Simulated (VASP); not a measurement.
BaTiO3:

```
Ba Ti O
1.0
     4.00600    0.00000    0.00000
     0.00000    4.00600    0.00000
     0.00000    0.00000    4.00600
Ba Ti O
1 1 3
Direct
  0.50000 0.50000 0.50000
  0.00000 0.00000 0.00000
  0.50000 0.00000 0.00000
  0.00000 0.50000 0.00000
  0.00000 0.00000 0.50000
```

```yaml
Program: VASP 6.6.1
Task: relaxation of cell and atoms
Functional: PBE
Potentials_or_basis: VASP PAW PBE potentials, release 64 (Ba_sv, Ti_sv, O)
Cutoff: 600 eV
k_mesh: 8 × 8 × 8
Occupations: gaussian, width 0.03 eV
Spin: no spin polarisation
```

At the start: pressure 3.3 GPa; volume 12.86 Å³/atom.

Task: Where does the relaxation end?

Result: Over 3 steps the energy falls by 2.5 meV/atom and the volume is 13.11 Å³/atom (+2.0 %); space group Pm-3m (No. 221, to 0.05 Å).

Step by step:
| step | energy change (eV) | largest force (eV/Å) | pressure (GPa) | volume (Å³) |
| --- | --- | --- | --- | --- |
| 1 | 0.0000 | 0.0000 | 3.27 | 64.29 |
| 2 | -0.0016 | 0.0000 | -2.84 | 66.76 |
| 3 | -0.0125 | 0.0000 | 0.00 | 65.55 |

Final structure:
```
Ba Ti O
1.0
     4.03195    0.00000    0.00000
     0.00000    4.03195    0.00000
     0.00000    0.00000    4.03195
Ba Ti O
1 1 3
Direct
  0.50000 0.50000 0.50000
  0.00000 0.00000 0.00000
  0.50000 0.00000 0.00000
  0.00000 0.50000 0.00000
  0.00000 0.00000 0.50000
```
